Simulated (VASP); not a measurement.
Given:

```
CELL_PARAMETERS angstrom
     -3.04373     3.04373     1.61390
      3.04373    -3.04373     1.61390
      3.04373     3.04373    -1.61390
ATOMIC_POSITIONS crystal
  Sn 0.00000 0.00000 0.00000
  Bi 0.25000 0.75000 0.50000
```

The numbers are results of PBEsol GGA, VASP's PBE PAW potentials (set 64) (plane waves; VASP 6.6.1), not measurements. Numerical set-up: 400 eV cut-off, Gaussian smearing of 0.050 eV, potentials Sn_d Bi_d.

Give the energies of bands 12 to 17 at the high-symmetry points, in eV from the Fermi level.

```tsv
band	Γ	X	M	Z	P	N
12	-6.09	-8.80	-7.57	-6.01	-6.05	-5.98
13	-2.62	-0.70	-5.01	-3.47	-4.22	-3.50
14	-2.62	0.05	-5.01	-3.13	-3.53	-2.30
15	2.79	0.30	3.97	-3.13	2.25	-1.65
16	4.75	0.34	4.93	1.22	2.38	1.75
17	4.75	4.65	7.29	4.64	2.57	1.99
```

It has no gap at this level: it comes out as a metal or semimetal.

The structure comes from a computed database's SnBi entry (I-4m2); how it stands against other phases isn't given here. It was relaxed first. The electron count is odd and the run is not spin-polarised, which forces a metal.
